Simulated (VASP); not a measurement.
Output of a VASP run:

File OSZICAR:
```
       N       E                     dE             d eps       ncg     rms          rms(c)
DAV:   1    -0.129295853705E+02   -0.12930E+02   -0.59720E+03   736   0.938E+02
DAV:   2    -0.702592337919E+02   -0.57330E+02   -0.51589E+02   800   0.174E+02
DAV:   3    -0.718277924398E+02   -0.15686E+01   -0.15342E+01   904   0.282E+01
DAV:   4    -0.718418844416E+02   -0.14092E-01   -0.14071E-01   820   0.308E+00
DAV:   5    -0.718421133507E+02   -0.22891E-03   -0.22889E-03   872   0.428E-01    0.969E+00
DAV:   6    -0.678891980038E+02    0.39529E+01   -0.34062E+00   800   0.197E+01    0.364E+00
DAV:   7    -0.678252649796E+02    0.63933E-01   -0.42457E-01   780   0.653E+00    0.216E+00
DAV:   8    -0.678838715511E+02   -0.58607E-01   -0.90727E-02   736   0.242E+00    0.522E-01
DAV:   9    -0.678776754033E+02    0.61961E-02   -0.27660E-02   728   0.147E+00    0.174E-01
DAV:  10    -0.678892162005E+02   -0.11541E-01   -0.10753E-02   724   0.872E-01    0.116E-01
DAV:  11    -0.678901384793E+02   -0.92228E-03   -0.97011E-04   776   0.287E-01    0.357E-02
DAV:  12    -0.678901910742E+02   -0.52595E-04   -0.37783E-04   784   0.211E-01    0.176E-02
DAV:  13    -0.678903943107E+02   -0.20324E-03   -0.99032E-05   740   0.115E-01    0.589E-03
DAV:  14    -0.678903951416E+02   -0.83085E-06   -0.34802E-06   864   0.185E-02
   1 F= -.67890395E+02 E0= -.67890634E+02  d E =-.678904E+02
       N       E                     dE             d eps       ncg     rms          rms(c)
DAV:   1    -0.678966741524E+02   -0.62798E-02   -0.97947E-02   776   0.339E+00    0.501E-01
DAV:   2    -0.678903939880E+02    0.62802E-02   -0.31069E-02   772   0.191E+00    0.140E-01
DAV:   3    -0.678902185061E+02    0.17548E-03   -0.10484E-03   752   0.346E-01    0.514E-02
DAV:   4    -0.678901394906E+02    0.79015E-04   -0.17226E-04   740   0.949E-02    0.221E-02
DAV:   5    -0.678900373387E+02    0.10215E-03   -0.15827E-04   740   0.125E-01    0.103E-02
DAV:   6    -0.678901849070E+02   -0.14757E-03   -0.61948E-05   724   0.681E-02    0.771E-03
DAV:   7    -0.678901848698E+02    0.37154E-07   -0.26304E-06   772   0.152E-02
   2 F= -.67890185E+02 E0= -.67890416E+02  d E =0.210272E-03
       N       E                     dE             d eps       ncg     rms          rms(c)
DAV:   1    -0.678929922102E+02   -0.28073E-02   -0.37685E-02   780   0.210E+00    0.314E-01
DAV:   2    -0.678906175740E+02    0.23746E-02   -0.12067E-02   780   0.119E+00    0.868E-02
DAV:   3    -0.678905643318E+02    0.53242E-04   -0.41718E-04   744   0.219E-01    0.296E-02
DAV:   4    -0.678905373261E+02    0.27006E-04   -0.67978E-05   744   0.598E-02    0.126E-02
DAV:   5    -0.678905202642E+02    0.17062E-04   -0.57723E-05   736   0.761E-02    0.642E-03
DAV:   6    -0.678905635565E+02   -0.43292E-04   -0.22351E-05   720   0.411E-02    0.467E-03
DAV:   7    -0.678905635569E+02   -0.43212E-09   -0.97229E-07   524   0.958E-03
   3 F= -.67890564E+02 E0= -.67890800E+02  d E =-.168415E-03
```

**OUTCAR**
```
------------------------ aborting loop because EDIFF is reached ----------------------------------------
  FORCE on cell =-STRESS in cart. coord.  units (eV):
  Direction    XX          YY          ZZ          XY          YZ          ZX
  --------------------------------------------------------------------------------------
  Total        0.0142830      0.0142830      0.0142830      0.0000000      0.0000000      0.0000000
  in kB        0.4458432      0.4458432      0.4458432      0.0000000      0.0000000      0.0000000
  external PRESSURE =       0.4458432 kB  Pullay stress =       0.0000000 kB
  volume of cell :       51.33
      direct lattice vectors                 reciprocal lattice vectors
     0.000000000  2.949663899  2.949663899    -0.169510838  0.169510838  0.169510838
     2.949663899 -0.000000000  2.949663899     0.169510838 -0.169510838  0.169510838
     2.949663899  2.949663899  0.000000000     0.169510838  0.169510838 -0.169510838
 POSITION                                       TOTAL-FORCE (eV/Angst)
 -----------------------------------------------------------------------------------
      1.47483      1.47483      1.47483         0.000000      0.000000      0.000000
      4.42450      4.42450      4.42450        -0.000000     -0.000000     -0.000000
      0.00000     -0.00000      0.00000        -0.000000     -0.000000     -0.000000
 -----------------------------------------------------------------------------------
    total drift:                               -0.000000     -0.000000      0.000000
  FREE ENERGIE OF THE ION-ELECTRON SYSTEM (eV)
  ---------------------------------------------------
  free  energy   TOTEN  =       -67.8905635569 eV

  energy  without entropy=      -67.8912730347  energy(sigma->0) =      -67.89080005

 reached required accuracy - stopping structural energy minimisation
```
(Selected blocks of OUTCAR.)

### POSCAR
```
PtAl2
1
   -0.0000000000     2.9471418606     2.9471418606
    2.9471418606    -0.0000000000     2.9471418606
    2.9471418606     2.9471418606    -0.0000000000
Al Pt
2 1
Direct
  0.2500000000   0.2500000000   0.2500000000
  0.7500000000   0.7500000000   0.7500000000
  0.0000000000   0.0000000000   0.0000000000
```

Q: Write an INCAR and KPOINTS that could have produced this output.

A: Several could match; the one computed here: the input of the run itself, r2SCAN meta-GGA, plane waves, VASP's PBE PAW potentials (set 64).

INCAR:
```
SYSTEM = PtAl2
PREC = Accurate; ENCUT = 400; LREAL = .FALSE.
LASPH = .TRUE.
EDIFF = 1E-6; NELM = 100; ALGO = Normal
LMAXMIX = 6; LMIXTAU = .TRUE.
ISMEAR = 1; SIGMA = 0.1
METAGGA = R2SCAN
IBRION = 2; NSW = 60; ISIF = 3
EDIFFG = -0.02
LWAVE = .FALSE.; LCHARG = .FALSE.
```

File KPOINTS:
```
Automatic mesh
0
Gamma
8 8 8
0 0 0
```

POTCAR, in this order: Al Pt (PBE.64 set). Program: vasp_std.

The compound is PtAl2 in the fluorite structure. This run relaxes it. Symmetry was kept, so distortions that lower it aren't found. The start is the result of an earlier pass.
